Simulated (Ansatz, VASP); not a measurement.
# Pt (Pt strained to the junction's net): VASP beside Ansatz

Wanted: the spread between two codes on one cell, functional and k mesh. The structure shown is the end of the Ansatz relaxation below.

Calculated with Ansatz 0.2.0; plane waves, with VASP 6.6.1 beside it; single point at PBE.

**1. Set-up**

Symmetry: I4/mmm, No. 139, tetragonal system. Conventional cell: a = 2.772 Å, b = 2.772 Å, c = 4.050 Å, α = 90.00°, β = 90.00°, γ = 90.00°. Pt has 12 Pt at 2.77 to 2.82 Å nearest.

**2. Ansatz: relaxation, PBE**

Ansatz runs on its default PAW (the set named soft_2) files.

This run makes the geometry at which the two programs are then compared.

Contents of input.yaml:

```yaml
crystal:
  lattice:
    - [2.772, 0.0, 0.0]
    - [0.0, 2.772, 0.0]
    - [0.0, 0.0, 4.0048600036]
  atoms:
    - { symbol: Pt, position: [0.0, 0.0, 0.0] }
    - { symbol: Pt, position: [0.5, 0.5, 0.5] }
kpoints:
  mp_grid: { grid: [12, 12, 8] }
scf:
  occupations: { method: fermi_dirac, width: 0.1 }
  max_iter: 150
hamiltonian:
  xc: pbe
relax:
  f_tol: 0.01
  max_steps: 40
  cell: { fix: [a, b, angles] }
```

Launch:

```console
$ ansatz run input.yaml --threads 4 --pin off --max-ram 12288MiB --backend cpu --events-out ev --progress --plain --runs-dir out
```

Numbers of over 12 decimals in the logs are rounded to 6 here.

What it wrote:

```text
Engine: ansatz 0.2.0, aarch64-unknown-linux-gnu
Pseudopotentials: kind: paw
Pseudopotential: Pt, paw, valence charge 18, recommended cutoff 420 eV (normal), Pt.paw.azcp
Functional definition: PBE
  parameter kappa = 0.804
  parameter beta = 0.066725
  exchange = pbe_x(kappa = kappa, mu = beta*pi^2/3)
  correlation = pbe_c(beta = beta)
Crystal: 2 atoms, lattice volume = 30.773 Å³
Basis set: ecut = 420 eV, 617 PW (Γ), exchange–correlation on 40×40×54 points (8 copies of the dense FFT grid, shifted against one another)
Bands: 22, of which v1, the nominal top of the filled ones, is band 18 counted from 1 (17 counted from 0)
Symmetry: 32 space group operations
Space group: I4/mmm (ITA 139), of the structure as read, at distance tolerance 3.1e-5 Å
k-points: 140 of 1152
Non-local potential: Pt, projectors of the file, l = 0: 3, l = 1: 2, l = 2: 2, l = 3: 1
PAW form: soft (Blöchl's): semilocal exchange-correlation on the pseudo side does not see the compensation charge
PAW one-centre angular grid: Pt, 590 points (default); XC on 64 Gauss nodes
Initial density: superposition of atomic densities (neutral atoms: chi_scale 0, normalization atom), corrected by the library's trained network
Initial wavefunctions: pseudopotential atomic-orbital guess
Functional: x = pbe(κ = 0.804, μ = 0.219515), c = pbe(β = 0.066725)
SCF iter   1: F=—  HF=-25046.078729 eV  |F-HF|=—  |Δ(HF+E_count)|=         —  Δρ=3.01e-3  dr2=4.03e-4  ethr=1.77e-3  ⟨swp⟩=4.9  Hψ=11799  notcnv=0
preconditioner: auto → Kerker (q_TF=auto, 2.801 Å⁻¹)  [metal: Δε(μ)=0.013 eV  Ē_g=9.208 eV  σ=0.100 eV  W_gap=0.03  n_scr=14 (ndim 8)  ℏωp=29.9 eV  f_vac=0.000  D(μ)=3.45/eV (n_scr^D=44)]
SCF iter   2: F=—  HF=-25046.081170 eV  |F-HF|=—  |Δ(HF+E_count)|=   2.44e-3  Δρ=1.69e-3  dr2=1.32e-4  ethr=1.12e-6  ⟨swp⟩=2.2  Hψ=6662  notcnv=0
SCF iter   3: F=—  HF=-25046.081536 eV  |F-HF|=—  |Δ(HF+E_count)|=   3.66e-4  Δρ=1.14e-4  dr2=1.12e-6  ethr=3.66e-7  ⟨swp⟩=2.0  Hψ=4456  notcnv=0
SCF iter   4: F=—  HF=-25046.081536 eV  |F-HF|=—  |Δ(HF+E_count)|=   4.72e-7  Δρ=5.64e-5  dr2=3.54e-7  ethr=3.10e-9  ⟨swp⟩=2.1  Hψ=5197  notcnv=0
iter 5 did not close the SCF: its close was put off for the readings that it lacked (scf_convergence_deferred on its scf_iter line)
SCF iter   5: F=-25046.081536 eV  HF=-25046.081536 eV  |F-HF|=9.50e-10  |Δ(HF+E_count)|=   1.88e-7  Δρ=7.10e-6  dr2=1.20e-8  ethr=9.82e-10  ⟨swp⟩=2.2  Hψ=3964  notcnv=0
SCF iter   6: F=-25046.081536 eV  HF=-25046.081536 eV  |F-HF|=1.09e-10  |Δ(HF+E_count)|=  7.68e-10  Δρ=2.83e-6  dr2=1.87e-9  ethr=3.33e-11  ⟨swp⟩=2.0  Hψ=9561  notcnv=0
SCF 1 converged in 6 iterations: F = -25046.081536 eV  dr2 = 1.87e-9
  greatest PAW one-centre occupation: 1.000 electrons in one spin orbital (limit 2), on the Pt atom at site 1 (counted from 0), in its partial waves of l = 0
relax step   1: F+E_penalty+E_count = -25046.08153619 eV  Δ(F+E_penalty+E_count) = +0.000e0 eV  max|allowed force component| = 7.119e-29 eV/Å  Δτ_max = 0.0000 Å  P = +4.752 GPa  Ω = 30.773 Å³  fix = [a, b, alpha, beta, gamma]  reactions: a +5.339, b +5.339 GPa  (6 SCF iters, dr2 threshold 1.00e-7 eV, accepted)
[...]
relax step   2: F+E_penalty+E_count = -25046.08211579 eV  Δ(F+E_penalty+E_count) = -5.796e-4 eV  max|allowed force component| = 1.080e-29 eV/Å  Δτ_max = 0.0000 Å  P = -0.510 GPa  Ω = 31.428 Å³  energy of the carried Pulay correction = -2.971e-4 eV  fix = [a, b, alpha, beta, gamma]  reactions: a +0.732, b +0.732 GPa  (6 SCF iters, dr2 threshold 2.00e-7 eV, accepted)
[...]
relax step   3: F+E_penalty+E_count = -25046.08517516 eV  Δ(F+E_penalty+E_count) = -3.059e-3 eV  max|allowed force component| = 2.169e-30 eV/Å  Δτ_max = 0.0000 Å  P = +1.785 GPa  Ω = 31.130 Å³  energy of the carried Pulay correction = -1.626e-4 eV  fix = [a, b, alpha, beta, gamma]  reactions: a +2.737, b +2.737 GPa  (6 SCF iters, dr2 threshold 2.00e-7 eV, accepted)
[...]
relax step   4: F+E_penalty+E_count = -25046.08518501 eV  Δ(F+E_penalty+E_count) = -9.849e-6 eV  max|allowed force component| = 1.708e-29 eV/Å  Δτ_max = 0.0000 Å  P = +1.883 GPa  Ω = 31.118 Å³  energy of the carried Pulay correction = -1.571e-4 eV  fix = [a, b, alpha, beta, gamma]  reactions: a +2.822, b +2.822 GPa  (6 SCF iters, dr2 threshold 3.45e-8 eV, accepted)
[...]
relax step   5: F+E_penalty+E_count = -25046.08533828 eV  Δ(F+E_penalty+E_count) = -1.533e-4 eV  max|allowed force component| = 4.043e-30 eV/Å  Δτ_max = 0.0000 Å  P = +1.877 GPa  Ω = 31.118 Å³  fix = [a, b, alpha, beta, gamma]  reactions: a +2.818, b +2.818 GPa  stress off target by 3.68e-3 GPa on what of the cell is left free  SCF on the basis re-selected at this cell (its energy is not comparable with the rows above)  (8 SCF iters)
basis re-selected at this cell: Δ(F+E_penalty+E_count) = -1.533e-4 eV, ΔP = -0.005 GPa vs the last step (what re-selecting the basis moved, of the pressure what is left beyond the Pulay correction that the steps carried, after the strain that the cell walked since its last selection, with what the two solves' SCF thresholds leave and, on support functions, any second-order correction that the steps lacked; it is no measure of the basis error at this ecutwfc). The dense FFT grid was sized anew with the basis: this SCF ran on 20×20×30 points, the steps before it on 20×20×27, so part of this shift can come from that change (see relax.cell in the input reference). [rest of the remark cut]
SCF converged after 8 iterations
Free energy (F): -25046.085338 eV
Harris-Foulkes:  -25046.085338 eV  (|F-HF|=1.46e-11)
Internal energy: -25045.974935 eV  (E = F + TS)
E sigma→0 (E₀):  -25046.030136 eV
Entropy (-TS):   -0.110404 eV (-55.202 meV/atom)
Fermi energy:    22.465537 eV
--- Per-component energies (eV) ---
  E_band       = -285.454831
  E_kinetic    = 1274.557839
  E_local      = -3005.162318  (includes V_loc(G=0)·N_el)
  E_nonlocal   = 399.690698
  E_hartree    = 1113.784715
  E_xc         = -523.374047
  E_vxc        = -605.436408  (∫ρ·V_xc dr)
  E_paw        = -18907.863013  (= ΣΔE_a)
  E_vpaw       = -576.674494  (= ΣTr[D̂ρ^β])
  E_aug_tail   = 0.000422  (compensation charges beyond the density's cutoff)
  E_ewald      = -5397.609230
  E_smearing   = -0.110404  (= −TS)
  E_closure    = 0.000000  (closes the sum)
  Σ components = -25046.085338   (vs F -25046.085338, Δ=0.00e0)
--- Forces (eV/Å), atoms counted from 1 ---
  atom   1  Pt     0.00000000     0.00000000     0.00000000
  atom   2  Pt     0.00000000     0.00000000     0.00000000
  max |Σ_I F_I| component: 3.02e-29 eV/Å
--- Stress (GPa, compression-positive) ---
        2.817651      -0.000000       0.000000
       -0.000000       2.817651       0.000000
        0.000000       0.000000      -0.003675
  P = ⅓ Tr σ = 1.8772 GPa (18.772 kbar)
--- Relaxed structure (4 steps of the walk, 4 accepted, 1 SCFs on fresh bases) ---
  F+E_penalty+E_count = -25046.08533828 eV   max|allowed force component| = 4.043e-30 eV/Å   (the final SCF, on the basis selected at the relaxed cell)
  cell:  # Å, volume = 31.1178 Å³
    - [2.772, 0, 0.0]
    - [0, 2.772, 0.0]
    - [0.0, 0.0, 4.049701]
  atoms:
    - { symbol: Pt, position: [0.0, 0.0, 0.0] }
    - { symbol: Pt, position: [0.5, 0.5, 0.5] }
```

In the SCF lines HF is the Harris–Foulkes energy and dr2 the Hartree energy of the density residual, in eV; the loop may stop once dr2 is under the threshold and the program's other checks hold. Hψ counts applications of the Hamiltonian.

**3. VASP: single point, PBE**

The same cell, functional, mesh and smearing now go to VASP, with its own data sets.

Lines of VASP's logs that name or quote its potential files are left out, and so is its time.

Contents of INCAR:

```
SYSTEM = Pt
PREC = Accurate
ENCUT = 500
EDIFF = 1E-06
NELM = 120
ISMEAR = -1
SIGMA = 0.1
LREAL = .FALSE.
ALGO = Normal
GGA = PE
NBANDS = 16
LASPH = .TRUE.
LORBIT = 11
LWAVE = .FALSE.
LCHARG = .FALSE.
ISIF = 2
GGA_COMPAT = .FALSE.
```

Contents of POSCAR:

```
Pt
1.0
    2.7720000000      0.0000000000      0.0000000000
    0.0000000000      2.7720000000      0.0000000000
    0.0000000000      0.0000000000      4.0497010103
Pt
2
Direct
    0.0000000000      0.0000000000      0.0000000000
    0.5000000000      0.5000000000      0.5000000000
```

Contents of KPOINTS:

```
Automatic mesh
0
Gamma
12 12 8
0 0 0
```

Potentials, in the order of the species: Pt (PBE family, release 64).

Launch:

```console
$ mpirun -np 1 vasp_std
```

What it wrote:

```text
[banner, memory and clock lines left out]
running    1 mpi-ranks, on    1 nodes
 distrk:  each k-point on    1 cores,    1 groups
 distr:  one band on    1 cores,    1 groups

 POSCAR found type information on POSCAR Pt
 POSCAR found :  1 types and       2 ions
 LDA part: xc-table for (Slater+PW92), standard interpolation
 POSCAR, INCAR and KPOINTS ok, starting setup
 FFT: planning ... GRIDC
 FFT: planning ... GRID_SOFT
 FFT: planning ... GRID
 WAVECAR not read
 entering main loop
       N       E                     dE             d eps       ncg     rms          rms(c)
DAV:   1     0.995843604339E+02    0.99584E+02   -0.10073E+04  4656   0.114E+03
DAV:   2    -0.115453089586E+02   -0.11113E+03   -0.10591E+03  5096   0.248E+02
DAV:   3    -0.129994131236E+02   -0.14541E+01   -0.14457E+01  5664   0.296E+01
DAV:   4    -0.130066644445E+02   -0.72513E-02   -0.72509E-02  5464   0.218E+00
DAV:   5    -0.130067411582E+02   -0.76714E-04   -0.76714E-04  5704   0.226E-01    0.167E+01
DAV:   6    -0.123281096064E+02    0.67863E+00   -0.11530E+00  5096   0.975E+00    0.886E+00
DAV:   7    -0.122599050950E+02    0.68205E-01   -0.20422E-01  5456   0.406E+00    0.309E+00
DAV:   8    -0.122534923830E+02    0.64127E-02   -0.17664E-02  5056   0.110E+00    0.738E-01
DAV:   9    -0.122531736205E+02    0.31876E-03   -0.21151E-04  5704   0.125E-01    0.475E-02
DAV:  10    -0.122531829656E+02   -0.93450E-05   -0.50799E-06  5552   0.198E-02    0.844E-03
DAV:  11    -0.122531829437E+02    0.21828E-07   -0.14696E-07  3296   0.317E-03
   1 F= -.12253183E+02 E0= -.12197847E+02  d E =-.110672E+00
```

Parts of OUTCAR (step 3):

```text
ion  position               nearest neighbor table
   1  0.000  0.000  0.000-   2 2.82   2 2.82   2 2.82   2 2.82   2 2.82   2 2.82   2 2.82   2 2.82

  LATTYP: Found a simple tetragonal cell.
 ALAT       =     2.7720000000
 C/A-ratio  =     1.4609311004

 Subroutine GETGRP returns: Found 16 space group operations
 (whereof 16 operations were pure point group operations)

The static configuration has the point symmetry D_4h.

 Found    140 irreducible k-points:

   k-points           NKPTS =    140   k-points in BZ     NKDIM =    140   number of bands    NBANDS=     16

   dimension x,y,z NGX =    20 NGY =   20 NGZ =   30
   dimension x,y,z NGXF=    40 NGYF=   40 NGZF=   60

   ENCUT  =  500.0 eV  36.75 Ry    6.06 a.u.   5.05  5.05  7.38*2*pi/ulx,y,z

   NELECT =      20.0000    total number of electrons

 k-points in reciprocal lattice and weights: Automatic mesh
   0.00000000  0.00000000  0.00000000       0.001
   0.08333333  0.00000000  0.00000000       0.003
   0.16666667  0.00000000  0.00000000       0.003
   0.25000000  0.00000000  0.00000000       0.003
   0.33333333  0.00000000  0.00000000       0.003
   0.41666667  0.00000000  0.00000000       0.003
   0.50000000  0.00000000  0.00000000       0.002
   0.08333333  0.08333333  0.00000000       0.003
   0.16666667  0.08333333  0.00000000       0.007
[...]
0.50000000  0.41666667  0.50000000       0.003
   0.50000000  0.50000000  0.50000000       0.001

 average (electrostatic) potential at core
       1 -63.3710       2 -63.3710

 E-fermi :  10.6897

 k-point     1 :       0.0000    0.0000    0.0000
  band No.  band energies     occupation
    ...
      5       7.2096      2.00000
      6       7.2096      2.00000
      7       8.9036      2.00000
      8       9.3343      2.00000
      9      10.6992      0.95295
     10      11.1226      0.02603
     11      11.1226      0.02603
     12      12.1209      0.00000
     13      18.6839      0.00000
     14      22.3640      0.00000
    ...

 k-point     2 :       0.0833    0.0000    0.0000
  band No.  band energies     occupation
    ...
      6       7.2730      2.00000
      7       8.9226      2.00000
      8       9.2405      2.00000
      9      10.0760      1.99569
     10      10.5114      1.71226
     11      11.0553      0.05040
     12      13.3412      0.00000
     13      18.4080      0.00000
     14      21.8851      0.00000
     15      22.7688      0.00000
    ...

 k-point     3 :       0.1667    0.0000    0.0000
  band No.  band energies     occupation
    ...
      6       7.4599      2.00000
      7       8.8470      2.00000
      8       8.9963      2.00000
      9       9.0330      2.00000
     10      10.0370      1.99708
     11      10.8573      0.31549
     12      15.0905      0.00000
     13      17.5887      0.00000
     14      20.9604      0.00000
     15      23.8892      0.00000
    ...

  Total        0.4536520      0.4536520     -0.0897639      0.0000000      0.0000000     -0.0000000
  in kB       23.3573729     23.3573729     -4.6217103      0.0000000      0.0000000     -0.0000000
  external PRESSURE =      14.0310118 kB  Pullay stress =       0.0000000 kB

  energy-cutoff  :      500.00
  volume of cell :       31.12
      direct lattice vectors                 reciprocal lattice vectors
     2.772000000  0.000000000  0.000000000     0.360750361  0.000000000  0.000000000
     0.000000000  2.772000000  0.000000000     0.000000000  0.360750361  0.000000000
     0.000000000  0.000000000  4.049701010     0.000000000  0.000000000  0.246931810

 POSITION                                       TOTAL-FORCE (eV/Angst)
 -----------------------------------------------------------------------------------
      0.00000      0.00000      0.00000        -0.000000     -0.000000      0.000000
      1.38600      1.38600      2.02485         0.000000      0.000000      0.000000
 -----------------------------------------------------------------------------------
    total drift:                               -0.000000      0.000000      0.000000

  FREE ENERGIE OF THE ION-ELECTRON SYSTEM (eV)
  ---------------------------------------------------
  free  energy   TOTEN  =       -12.2531829437 eV

  energy  without entropy=      -12.1425104528  energy(sigma->0) =      -12.19784670

 total charge
# of ion       s       p       d       tot
------------------------------------------
    1        0.622   0.573   8.025   9.219
    2        0.622   0.573   8.025   9.219
--------------------------------------------------
tot          1.244   1.146  16.049  18.439

[... 3 further parts left out ...]
```

The run ends at a pressure of 1.40 GPa.

**4. Differences**

Known differences besides the potentials themselves: the data sets hold 36 valence electrons in Ansatz (on its default PAW (the set named soft_2) files) and 20 in VASP; the cutoff is 420 eV in Ansatz and 500 eV in VASP; Ansatz's pressure holds a Pulay correction, VASP's none. Total energies have different zeros and are not compared.

Compared:

| quantity | Ansatz | VASP | difference |
| --- | --- | --- | --- |
| pressure (GPa) | 1.88 | 1.40 | +0.47 |

**5. Results**

| Property | Result |
| --- | --- |
| difference in pressure (single point, PBE) | 0.47 GPa |

**Reading.** The difference in pressure is 0.47 GPa (single point, PBE), within the 1 GPa picked in this series as the mark of a large difference. The data sets hold unlike numbers of valence electrons (36 in Ansatz and 20 in VASP), so part of the differences comes from the potentials. How closely two codes agree says nothing of how well the functional describes the real material.

[Lines on the potential files, build, host, timing and source positions are cut from VASP's logs without a mark.]

[Logs are printed without paths, hosts, clocks, repeated set-up lines and the standing remarks that a program may print on its own settings, such as how far it seeks lower states.]

[Hosts, paths, dates, database ids (printed as entryN), source tags and the programs' standing remarks are cut or masked in the printed files.]
